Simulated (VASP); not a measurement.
Level of theory: PBEsol GGA, VASP's PBE PAW potentials (set 64) (plane waves; VASP).

The input files of a VASP run:

### KPOINTS
```
Automatic mesh
0
Gamma
11 11 6
0 0 0
```

### POSCAR
```
Dy
1
    1.7766706370    -3.0772836182    -0.0000000000
    1.7766706370     3.0772836182     0.0000000000
   -0.0000000000     0.0000000000     5.5068028262
Dy
2
Direct
  0.3333330000   0.6666670000   0.2500000000
  0.6666670000   0.3333330000   0.7500000000
```

**INCAR**
```
# general
SYSTEM  = Dy
PREC    = Accurate
ENCUT   = 400
LREAL   = F
LASPH   = T

# electronic loop
EDIFF   = 1E-6
NELM    = 100
ALGO    = Normal
LMAXMIX = 6

# smearing
ISMEAR  = 1
SIGMA   = 0.1

# functional
GGA     = PS

# ions
IBRION  = 2
NSW     = 60
ISIF    = 3
EDIFFG  = -0.01

# output
LWAVE   = F
LCHARG  = F
```

POTCAR, in this order: Dy_3 (PBE.64 set). Program: vasp_std.

The 4f electrons are frozen in the core of the lanthanide potential, so 4f levels, which can set the real gap, and their magnetism are missing.

Problem. What does the run give for the energy per atom (σ→0), band gap (on the k-mesh)?

Solution. 
| Item | Value |
|---|---|
| energy per atom (σ→0) | -4.967 eV/atom |
| band gap (on the k-mesh) | none (metal, semimetal or under 0.01 eV) |

File OSZICAR:
```
...
DAV:   5    -0.993478015410E+01   -0.28241E-02   -0.28221E-02  2478   0.929E-01    0.249E+01
DAV:   6    -0.992844172204E+01    0.63384E-02   -0.25279E-02  2517   0.146E+00    0.148E+01
DAV:   7    -0.993413400166E+01   -0.56923E-02   -0.44799E-02  2494   0.196E+00    0.250E-01
DAV:   8    -0.993373176328E+01    0.40224E-03   -0.25723E-03  2074   0.421E-01    0.616E-02
DAV:   9    -0.993373155595E+01    0.20733E-06   -0.22338E-04  2101   0.138E-01    0.302E-02
DAV:  10    -0.993372681459E+01    0.47414E-05   -0.26266E-05  2106   0.426E-02    0.282E-02
DAV:  11    -0.993372695809E+01   -0.14350E-06   -0.18073E-06  1355   0.124E-02
   1 F= -.99337270E+01 E0= -.99338492E+01  d E =-.993373E+01
```

The compound is Dy in the hcp structure. It was relaxed first. The start is the result of an earlier pass.
